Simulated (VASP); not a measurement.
All values below come from PBEsol GGA, VASP's PBE PAW potentials (set 64) (plane waves; VASP 6.6.1).

VASP input:

File KPOINTS:
```
k-points along high-symmetry lines
15
Line-mode
Reciprocal
  0.000000   0.000000   0.000000 ! GAMMA
  0.000000   0.500000   0.000000 ! X

  0.000000   0.500000   0.000000 ! X
  0.500000   0.500000   0.000000 ! M

  0.500000   0.500000   0.000000 ! M
  0.000000   0.000000   0.000000 ! GAMMA

  0.000000   0.000000   0.000000 ! GAMMA
  0.500000   0.500000   0.500000 ! R

  0.500000   0.500000   0.500000 ! R
  0.000000   0.500000   0.000000 ! X

  0.500000   0.500000   0.500000 ! R
  0.500000   0.500000   0.000000 ! M
```

### POSCAR
```
Be4S3Se
1
    4.9153147263     0.0000000000     0.0000000000
   -0.0000000000     4.9153147263    -0.0000000000
    0.0000000000     0.0000000000     4.9153147263
Be Se S
4 1 3
Direct
  0.9931689319   0.9931689319   0.9931689319
  0.5068310681   0.5068310681   0.9931689319
  0.5068310681   0.9931689319   0.5068310681
  0.9931689319   0.5068310681   0.5068310681
  0.2500000000   0.2500000000   0.2500000000
  0.7500000000   0.7500000000   0.2500000000
  0.7500000000   0.2500000000   0.7500000000
  0.2500000000   0.7500000000   0.7500000000
```

### INCAR
```
SYSTEM = Be4S3Se
PREC = Accurate; ENCUT = 400; LREAL = .False.
LASPH = .True.; ICHARG = 11
EDIFF = 1E-7; NELM = 100; ALGO = Normal
LMAXMIX = 4
ISMEAR = 0; SIGMA = 0.05
GGA = PS
LWAVE = .False.; LCHARG = .False.; LORBIT = 11
```

POTCAR, in this order: Be Se S (PBE.64 set). Program: vasp_std. Read from the step before: CHGCAR.

The run wrote:

File OSZICAR:
```
       N       E                     dE             d eps       ncg     rms          rms(c)
DAV:   1     0.119355108057E+03    0.11936E+03   -0.11724E+04  3780   0.107E+03
DAV:   2    -0.294753873827E+02   -0.14883E+03   -0.14121E+03  5446   0.201E+02
DAV:   3    -0.395377022257E+02   -0.10062E+02   -0.99712E+01  4855   0.570E+01
DAV:   4    -0.397232204832E+02   -0.18552E+00   -0.18520E+00  4950   0.913E+00
DAV:   5    -0.397274653825E+02   -0.42449E-02   -0.42434E-02  4771   0.125E+00
DAV:   6    -0.397275818540E+02   -0.11647E-03   -0.11646E-03  5005   0.201E-01
DAV:   7    -0.397275852729E+02   -0.34189E-05   -0.34186E-05  4766   0.299E-02
DAV:   8    -0.397275853909E+02   -0.11793E-06   -0.11793E-06  4346   0.536E-03
DAV:   9    -0.397275853961E+02   -0.52203E-08   -0.52260E-08  3325   0.114E-03
   1 F= -.39727585E+02 E0= -.39727585E+02  d E =-.165487E-11
```

OUTCAR:
```
 val. band max:        4.0138540114   @ k =   0.0000   0.0000   0.0000

 cond. band min:       6.4558119339   @ k =   0.0000   0.0000   0.0000



 k-point     1 :       0.0000    0.0000    0.0000
  band No.  band energies     occupation
      1      -9.8184      2.00000
      2      -7.7557      2.00000
      3      -7.7557      2.00000
      4      -7.6179      2.00000
      5      -1.1593      2.00000
      6      -1.1593      2.00000
      7      -1.1593      2.00000
      8       1.1515      2.00000
      9       1.1515      2.00000
     10       1.1515      2.00000
     11       1.3477      2.00000
     12       1.3477      2.00000
     13       1.3477      2.00000
     14       4.0139      2.00000
     15       4.0139      2.00000
     16       4.0139      2.00000
     17       6.4558      0.00000
     18       6.8974      0.00000
     19       6.8974      0.00000
     20       8.5710      0.00000
     21       8.5710      0.00000

 k-point     2 :       0.0000    0.0357    0.0000
  band No.  band energies     occupation
      1      -9.8136      2.00000
      2      -7.7620      2.00000
      3      -7.7551      2.00000
      4      -7.6209      2.00000
      5      -1.1543      2.00000
      6      -1.1543      2.00000
      7      -1.1440      2.00000
      8       1.1417      2.00000
      9       1.1481      2.00000
     10       1.1481      2.00000
     11       1.3355      2.00000
     12       1.3448      2.00000
     13       1.3448      2.00000
     14       3.9873      2.00000
     15       3.9987      2.00000
     16       3.9987      2.00000
     17       6.4793      0.00000
     18       6.9144      0.00000
     19       6.9246      0.00000
     20       8.5778      0.00000
     21       8.5940      0.00000

 k-point     3 :       0.0000    0.0714    0.0000
  band No.  band energies     occupation
      1      -9.7992      2.00000
      2      -7.7826      2.00000
      3      -7.7533      2.00000
      4      -7.6278      2.00000
...
```

The density is held fixed in this step, so its total energy and stress have no physical meaning.

The structure was generated: Be4S3Se was put into an ordered model structure (P-43m), which need not be its known phase. It was relaxed first.
